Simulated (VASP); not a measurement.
All values below come from PBEsol GGA, VASP's PBE PAW potentials (set 64) (plane waves; VASP).

VASP ran on this input.

File KPOINTS:
```
Automatic mesh
0
Gamma
7 7 7
0 0 0
```

File POSCAR:
```
InSe
8.4486260
  0.2371573129   0.1369228637   0.9999999657
 -0.2371573129   0.1369228637   0.9999999657
  0.0000000000  -0.2738457274   0.9999999657
In Se
2 2
direct
  0.1108259957   0.1108259957   0.1108259957
  0.0013641553   0.0013641553   0.0013641553
  0.6175168549   0.6175168549   0.6175168549
  0.8279929941   0.8279929941   0.8279929941
```

**INCAR**
```
SYSTEM=InSe
PREC=Accurate; ENCUT=400; LREAL=.FALSE.
LASPH=.TRUE.
EDIFF=1E-7; NELM=100; ALGO=Normal
LMAXMIX=4
ISMEAR=-5
GGA=PS
ISIF=2
LWAVE=.FALSE.; LCHARG=.TRUE.; LORBIT=11
NEDOS=601
LEFG=.TRUE.
```

POTCAR, in this order: In_d Se (PBE.64 set). Program: vasp_std.

What VASP printed:

OSZICAR:
```
       N       E                     dE             d eps       ncg     rms          rms(c)
DAV:   1     0.303401262565E+03    0.30340E+03   -0.15348E+04  2024   0.151E+03
DAV:   2     0.163287715388E+02   -0.28707E+03   -0.28345E+03  2136   0.383E+02
DAV:   3    -0.148966369856E+02   -0.31225E+02   -0.30830E+02  2600   0.144E+02
DAV:   4    -0.160083669778E+02   -0.11117E+01   -0.11103E+01  2346   0.309E+01
DAV:   5    -0.160617868519E+02   -0.53420E-01   -0.53416E-01  3288   0.582E+00    0.648E+00
DAV:   6    -0.156300881217E+02    0.43170E+00   -0.10480E+00  2771   0.183E+01    0.390E+00
DAV:   7    -0.155994505489E+02    0.30638E-01   -0.35592E-01  2989   0.502E+00    0.115E+00
DAV:   8    -0.155958640536E+02    0.35865E-02   -0.31064E-02  3151   0.215E+00    0.585E-01
DAV:   9    -0.155959711130E+02   -0.10706E-03   -0.46240E-03  2522   0.485E-01    0.145E-01
DAV:  10    -0.155959734301E+02   -0.23171E-05   -0.32237E-04  3126   0.157E-01    0.709E-02
DAV:  11    -0.155960370882E+02   -0.63658E-04   -0.14066E-04  2565   0.117E-01    0.216E-02
DAV:  12    -0.155960320391E+02    0.50491E-05   -0.16565E-05  3055   0.523E-02    0.114E-02
DAV:  13    -0.155960343021E+02   -0.22629E-05   -0.53165E-06  2857   0.169E-02    0.608E-03
DAV:  14    -0.155960345253E+02   -0.22326E-06   -0.12507E-06  2551   0.141E-02    0.122E-03
DAV:  15    -0.155960345654E+02   -0.40079E-07   -0.79229E-08  1756   0.227E-03
   1 F= -.15596035E+02 E0= -.15596035E+02  d E =0.000000E+00
```

**OUTCAR**
```
------------------------ aborting loop because EDIFF is reached ----------------------------------------
  FORCE on cell =-STRESS in cart. coord.  units (eV):
  Direction    XX          YY          ZZ          XY          YZ          ZX
  --------------------------------------------------------------------------------------
  Total        0.0245674      0.0245674     -0.0119467      0.0000000      0.0000000      0.0000000
  in kB        0.3350022      0.3350024     -0.1629065      0.0000000      0.0000000      0.0000000
  external PRESSURE =       0.1690327 kB  Pullay stress =       0.0000000 kB
  volume of cell :      117.50
      direct lattice vectors                 reciprocal lattice vectors
     2.003653440  1.156810066  8.448625711     0.249544153  0.144074357  0.039454148
    -2.003653440  1.156810066  8.448625711    -0.249544153  0.144074357  0.039454148
     0.000000000 -2.313620133  8.448625711     0.000000000 -0.288148714  0.039454148
 POSITION                                       TOTAL-FORCE (eV/Angst)
 -----------------------------------------------------------------------------------
      0.00000     -0.00000      2.80898         0.000000     -0.000000      0.008890
      0.00000     -0.00000      0.03458         0.000000      0.000000     -0.008614
      0.00000     -0.00000     15.65151         0.000000      0.000000     -0.006649
      0.00000     -0.00000     20.98621         0.000000     -0.000000      0.006373
 -----------------------------------------------------------------------------------
    total drift:                               -0.000000     -0.000008      0.000581
  FREE ENERGIE OF THE ION-ELECTRON SYSTEM (eV)
  ---------------------------------------------------
  free  energy   TOTEN  =       -15.5960345654 eV

  energy  without entropy=      -15.5960345654  energy(sigma->0) =      -15.59603457

 total charge

# of ion       s       p       d       tot
------------------------------------------
    1        0.859   0.677   9.885  11.420
    2        0.858   0.676   9.885  11.419
    3        1.475   2.322   0.023   3.821
    4        1.475   2.323   0.023   3.821
--------------------------------------------------
tot          4.667   5.997  19.816  30.480
```
(Selected blocks of OUTCAR.)

Without a dispersion term in the relaxation, distances and binding between the weakly bound layers, chains or molecules are unreliable, and so is what depends on them.

The structure comes from a computed database's InSe entry (R3m); how it stands against other phases isn't given here. It was relaxed first.
